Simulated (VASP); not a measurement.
Input:

```xyz
4
Lattice="3.8739 0.0000 0.0000 -1.9369 3.3549 0.0000 0.0000 0.0000 6.9956" Properties=species:S:1:pos:R:3 pbc="T T T"
V      0.0000     2.2366     0.0670
V      1.9369     1.1183     3.5648
Se     0.0000     2.2366     2.5563
Se     1.9369     1.1183     6.0541
```
Starting moments (μB, in the order of the record's atoms V V Se Se): 2.6 2.6 -0.1 -0.1.

The numbers are results of PBEsol GGA, VASP's PBE PAW potentials (set 64) (plane waves; VASP 6.6.1), not measurements. Settings: 400 eV cut-off, Gaussian smearing of 0.050 eV, potentials V_sv Se.

Question: Estimate the cell moment, band gap (along the path) with the smallest direct gap where there is one.

Answer: 
```
Quantity                                                     Result
-------------------------  ----------------------------------------
band gap (along the path)  none (metal, semimetal or under 0.01 eV)
cell moment                                                 6.00 μB
```

The structure was generated: VSe was put into the wurtzite type (P6_3mc), which need not be its known phase. It was relaxed first, which changed the volume by -27 %.
